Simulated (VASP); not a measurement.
Data:

```yaml
crystal:
  lattice:
    - [0.00000, 2.76675, 2.76675]
    - [2.76675, 0.00000, 2.76675]
    - [2.76675, 2.76675, 0.00000]
  atoms:
    - { symbol: Ba, position: [0.00000, 0.00000, 0.00000] }
    - { symbol: O, position: [0.50000, 0.50000, 0.50000] }
```

All values below come from PBEsol GGA with spin-orbit coupling, VASP's PBE PAW potentials (set 64) (plane waves; VASP). Run with 520 eV cut-off, 8×8×8 Γ-centred mesh, Gaussian smearing of 0.050 eV, potentials Ba_sv O.

Question: Give the energies of bands 11 to 23 at the high-symmetry points, in eV from the valence-band maximum.

Answer: 
```json
[
 {"band": "11", "Γ": "-0.50", "X": "-0.37", "U": "-1.05", "L": "-2.13", "W": "-1.43"},
 {"band": "12", "Γ": "-0.50", "X": "-0.37", "U": "-1.05", "L": "-2.13", "W": "-1.43"},
 {"band": "13", "Γ": "-0.38", "X": "-0.14", "U": "-0.81", "L": "-1.58", "W": "-0.38"},
 {"band": "14", "Γ": "-0.38", "X": "-0.14", "U": "-0.81", "L": "-1.58", "W": "-0.38"},
 {"band": "15", "Γ": "-0.38", "X": "0.00", "U": "-0.19", "L": "-1.58", "W": "-0.16"},
 {"band": "16", "Γ": "-0.38", "X": "0.00", "U": "-0.19", "L": "-1.58", "W": "-0.16"},
 {"band": "17", "Γ": "3.31", "X": "1.79", "U": "3.26", "L": "4.80", "W": "4.46"},
 {"band": "18", "Γ": "3.31", "X": "1.79", "U": "3.26", "L": "4.80", "W": "4.46"},
 {"band": "19", "Γ": "4.54", "X": "5.87", "U": "6.42", "L": "7.03", "W": "4.47"},
 {"band": "20", "Γ": "4.54", "X": "5.87", "U": "6.42", "L": "7.03", "W": "4.47"},
 {"band": "21", "Γ": "4.54", "X": "8.85", "U": "6.91", "L": "7.15", "W": "6.76"},
 {"band": "22", "Γ": "4.54", "X": "8.85", "U": "6.91", "L": "7.15", "W": "6.76"},
 {"band": "23", "Γ": "4.63", "X": "9.16", "U": "8.58", "L": "7.95", "W": "9.73"}
]
```

The gap is direct, 1.79 eV, from the valence maximum at X to the conduction minimum at X.

Measured: gap 4.40 eV (computed value off by -2.61 eV), as given by Abedi et al., (2022), arXiv:2211.14644.

The compound is BaO in the rock salt structure. It was relaxed first.
